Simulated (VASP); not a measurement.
Level of theory: AM05 GGA, VASP's PBE PAW potentials (set 64) (plane waves; VASP).

VASP ran on this input.

### INCAR
```
! general
SYSTEM   =  TiCo
PREC     =  Accurate
ENCUT    =  520
LREAL    =  .False.
LASPH    =  .True.

! electronic loop
EDIFF    =  1E-7
NELM     =  100   ! most electronic steps
ALGO     =  Normal   ! blocked Davidson
LMAXMIX  =  4   ! l cut-off of mixed one-centre charges

! smearing
ISMEAR   =  -5

! functional
GGA      =  AM

! ions
ISIF     =  2   ! forces and stress, cell fixed

! output
LWAVE    =  .False.
LCHARG   =  .True.
LORBIT   =  11   ! lm-projected
NEDOS    =  601
```

### POSCAR
```
TiCo
1
    2.9294561803     0.0000000000    -0.0000000000
    0.0000000000     2.9294561803     0.0000000000
   -0.0000000000     0.0000000000     2.9294561803
Ti Co
1 1
Direct
  0.0000000000   0.0000000000   0.0000000000
  0.5000000000   0.5000000000   0.5000000000
```

### KPOINTS
```
Regular mesh
0
gamma
14 14 14
```

POTCAR, in this order: Ti_sv Co (PBE.64 set). Program: vasp_std.

What VASP printed:

OUTCAR:
```
 ion  position               nearest neighbor table
   1  0.000  0.000  0.000-   2 2.54   2 2.54   2 2.54   2 2.54   2 2.54   2 2.54   2 2.54   2 2.54
  LATTYP: Found a simple cubic cell.
 ALAT       =     2.9294561803
 Subroutine PRICEL returns:
 Original cell was already a primitive cell.
 Subroutine GETGRP returns: Found 48 space group operations
The static configuration has the point symmetry O_h .
The dynamic configuration has the point symmetry O_h .
 Subroutine INISYM returns: Found 48 space group operations
 Subroutine IBZKPT returns following result:
 Found    120 irreducible k-points:

 Following reciprocal coordinates:
            Coordinates               Weight
  0.000000  0.000000  0.000000      1.000000
  0.071429  0.000000  0.000000      6.000000
  0.142857  0.000000  0.000000      6.000000
  0.214286  0.000000  0.000000      6.000000
  0.285714  0.000000  0.000000      6.000000
  0.357143  0.000000  0.000000      6.000000
  0.428571  0.000000  0.000000      6.000000
  0.500000  0.000000  0.000000      3.000000
  0.071429  0.071429  0.000000     12.000000
  0.142857  0.071429  0.000000     24.000000
...
```

OSZICAR:
```
       N       E                     dE             d eps       ncg     rms          rms(c)
DAV:   1     0.152165343451E+03    0.15217E+03   -0.10559E+04  3368   0.192E+03
DAV:   2    -0.968561393112E+01   -0.16185E+03   -0.15939E+03  3402   0.414E+02
DAV:   3    -0.186393677962E+02   -0.89538E+01   -0.88898E+01  5372   0.108E+02
DAV:   4    -0.188686808906E+02   -0.22931E+00   -0.22878E+00  4106   0.143E+01
DAV:   5    -0.188775417751E+02   -0.88609E-02   -0.88599E-02  4966   0.259E+00    0.146E+01
DAV:   6    -0.172340641079E+02    0.16435E+01   -0.16655E+01  3660   0.630E+01    0.859E+00
DAV:   7    -0.185642603351E+02   -0.13302E+01   -0.27251E+01  5460   0.544E+01    0.200E+01
DAV:   8    -0.163944895864E+02    0.21698E+01   -0.13892E+01  5010   0.376E+01    0.166E+00
DAV:   9    -0.164132930508E+02   -0.18803E-01   -0.33185E-01  4912   0.607E+00    0.179E+00
DAV:  10    -0.164022766871E+02    0.11016E-01   -0.75956E-02  4856   0.353E+00    0.527E-01
DAV:  11    -0.164001367903E+02    0.21399E-02   -0.10098E-02  4524   0.113E+00    0.230E-01
DAV:  12    -0.163997590561E+02    0.37773E-03   -0.17764E-03  5210   0.393E-01    0.420E-02
DAV:  13    -0.163997463955E+02    0.12661E-04   -0.55234E-05  3676   0.721E-02    0.256E-02
DAV:  14    -0.163997484262E+02   -0.20306E-05   -0.20732E-05  4766   0.419E-02    0.443E-03
DAV:  15    -0.163997486451E+02   -0.21892E-06   -0.10604E-06  4134   0.131E-02    0.109E-03
DAV:  16    -0.163997487630E+02   -0.11794E-06   -0.47371E-08  2074   0.285E-03    0.656E-04
DAV:  17    -0.163997486156E+02    0.14740E-06   -0.19214E-08  1854   0.198E-03    0.945E-05
DAV:  18    -0.163997486207E+02   -0.51114E-08   -0.55972E-09  1824   0.985E-04
   1 F= -.16399749E+02 E0= -.16399749E+02  d E =0.000000E+00
```

**OUTCAR**
```
------------------------ aborting loop because EDIFF is reached ----------------------------------------
  FORCE on cell =-STRESS in cart. coord.  units (eV):
  Direction    XX          YY          ZZ          XY          YZ          ZX
  --------------------------------------------------------------------------------------
  Total       -0.0277044     -0.0277044     -0.0277044     -0.0000000     -0.0000000      0.0000000
  in kB       -1.7656269     -1.7656269     -1.7656269     -0.0000000     -0.0000000      0.0000000
  external PRESSURE =      -1.7656269 kB  Pullay stress =       0.0000000 kB
  volume of cell :       25.14
      direct lattice vectors                 reciprocal lattice vectors
     2.929456180  0.000000000  0.000000000     0.341360286  0.000000000  0.000000000
     0.000000000  2.929456180  0.000000000     0.000000000  0.341360286  0.000000000
     0.000000000  0.000000000  2.929456180     0.000000000  0.000000000  0.341360286
 POSITION                                       TOTAL-FORCE (eV/Angst)
 -----------------------------------------------------------------------------------
      0.00000      0.00000      0.00000         0.000000      0.000000      0.000000
      1.46473      1.46473      1.46473         0.000000      0.000000      0.000000
 -----------------------------------------------------------------------------------
    total drift:                                0.000000      0.000000     -0.000000
  FREE ENERGIE OF THE ION-ELECTRON SYSTEM (eV)
  ---------------------------------------------------
  free  energy   TOTEN  =       -16.3997486207 eV

  energy  without entropy=      -16.3997486207  energy(sigma->0) =      -16.39974862

 total charge

# of ion       s       p       d       tot
------------------------------------------
    1        2.260   6.199   1.906  10.365
    2        0.541   0.477   7.379   8.397
--------------------------------------------------
tot          2.802   6.676   9.285  18.763
```
(Selected blocks of OUTCAR.)

For a metal the tetrahedron method with Blöchl corrections gives inexact stress and forces.

The compound is TiCo in the CsCl type structure. It was relaxed first, which changed the volume by -6 %. The run is not spin-polarised, so no magnetic state was tried. The electron count is odd and the run is not spin-polarised, which forces a metal.
